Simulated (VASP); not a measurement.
Set up this calculation in VASP 6.6.1, as the native input.

```yaml
Task: density of states
Functional: PBE
Dispersion: ULG
Potentials_or_basis: VASP PAW PBE potentials, release 64 (Na_sv_GW, V_sv_GW, P_GW)
Cutoff: 600 eV
k_mesh: 8 × 8 × 4
Occupations: tetrahedron, width 0.05 eV
Spin: collinear spin, ferromagnetic start
Starting_moments: "[0.0, 2.0, 0.0] μB"
Fixed_moment: 0 μB
Hubbard_terms: V d U = 5.3 eV, J = 0.9 eV
LDAUTYPE: 1
Hund's_J: 0.9
k_mesh_for_the_DOS: 12 × 12 × 6
Occupations_for_the_DOS: tetrahedron
Further_INCAR_settings: ALGO = Normal; EDIFF = 1e-06; NBANDS = 24
```

The structure of NaVP lies in POSCAR:

```
Na V  P 
 1.0000000000000000
     3.1510646699999998    0.0000000000000000    0.0000000000000000
     0.0000000000000000    3.1510646699999998    0.0000000000000000
     0.0000000000000000    0.0000000000000000    6.9324401800000004
 Na  V   P  
   1   1   1
Cartesian
  1.5755323349999999  1.5755323349999999  0.0000000000000000
  1.5755323349999999  1.5755323349999999  3.4662200900000002
  0.0000000000000000  0.0000000000000000  3.4662200900000002
```

The cell was built by a generator and needn't be a form met in nature.

The cell isn't the ideal one: volume scaled by 1.08.

The input as run:

NaVP.cif

```cif
data_NaVP
_cell_length_a 3.15106467
_cell_length_b 3.15106467
_cell_length_c 6.93244018
_cell_angle_alpha 90.00000000
_cell_angle_beta 90.00000000
_cell_angle_gamma 90.00000000
_space_group_name_H-M_alt 'P4/mmm'
_space_group_name_Hall '-P 4 2'
_space_group_IT_number 123
loop_
_space_group_symop_operation_xyz
'x,y,z'
'-x,-y,-z'
'-y,x,z'
'y,-x,-z'
'-x,-y,z'
'x,y,-z'
'y,-x,z'
'-y,x,-z'
'x,-y,-z'
'-x,y,z'
'-y,-x,-z'
'y,x,z'
'-x,y,-z'
'x,-y,z'
'y,x,-z'
'-y,-x,z'
loop_
_atom_site_label
_atom_site_type_symbol
_atom_site_symmetry_multiplicity
_atom_site_Wyckoff_symbol
_atom_site_fract_x
_atom_site_fract_y
_atom_site_fract_z
_atom_site_occupancy
Na1 Na 1 c 0.5000000000 0.5000000000 0.0000000000 1
V1 V 1 d 0.5000000000 0.5000000000 0.5000000000 1
P1 P 1 b 0.0000000000 0.0000000000 0.5000000000 1
```

INCAR.step1

```
PREC = Accurate ; ENCUT = 600
EDIFF = 1E-6 ; ISMEAR = -5
SIGMA = 0.05 ; LREAL = False
LASPH = True ; NELM = 150
ALGO = Normal ; ISIF = 2
LWAVE = False ; LCHARG = True
ISPIN = 2 ; MAGMOM = 0 2 0
NUPDOWN = 0 ; LMAXMIX = 4
LDAU = True ; LDAUTYPE = 1
LDAUL = -1 2 -1 ; LDAUU = 0 5.3 0
LDAUJ = 0 0.9 0 ; LDAUPRINT = 1
GGA = PE ; IVDW = 3
NBANDS = 24
```

KPOINTS.step1

```
regular mesh
0
Gamma
  8 8 4
```

INCAR.step2

```
PREC = Accurate ; ENCUT = 600
EDIFF = 1E-6 ; ISMEAR = -5
SIGMA = 0.05 ; LREAL = False
LASPH = True ; NELM = 150
ALGO = Normal ; ISIF = 2
LWAVE = False ; LCHARG = False
ISPIN = 2 ; MAGMOM = 0 2 0
LORBIT = 11 ; NUPDOWN = 0
LMAXMIX = 4 ; LDAU = True
LDAUTYPE = 1 ; LDAUL = -1 2 -1
LDAUU = 0 5.3 0 ; LDAUJ = 0 0.9 0
LDAUPRINT = 1 ; GGA = PE
IVDW = 3 ; NBANDS = 24
NEDOS = 1001 ; ICHARG = 11
```

KPOINTS.step2

```
regular mesh
0
Gamma
  12 12 6
```

Potentials or basis: VASP PAW PBE potentials, release 64 (Na_sv_GW, V_sv_GW, P_GW).

Launch:

```console
$ ase convert -i cif -o vasp NaVP.cif POSCAR
$ cat potpaw_PBE.64/Na_sv_GW/POTCAR potpaw_PBE.64/V_sv_GW/POTCAR potpaw_PBE.64/P_GW/POTCAR > POTCAR
$ cp INCAR.step1 INCAR
$ cp KPOINTS.step1 KPOINTS
$ mpirun -np 1 vasp_std > vasp.out
$ cp INCAR.step2 INCAR
$ cp KPOINTS.step2 KPOINTS
$ mpirun -np 1 vasp_std > vasp.out
```

Results of the run:

```
Net moment                                            : 0.00 μB per cell
Site moments                                          : Na +0.01; V -0.31; P +0.12 μB
Valence electrons inside the program's atomic spheres : Na 7.98; V 10.82; P 3.08
Dispersion energy per atom                            : -0.042 eV
```

Caveat: the moment is held away from its start; the total moment is fixed, so each spin has its own Fermi level; the U is typed as a test and isn't derived for this compound.

Wall time 6.5 min on 1 thread of AMD EPYC 9R45 (Zen 5), with other jobs on the host, peak memory 0.54 GiB.
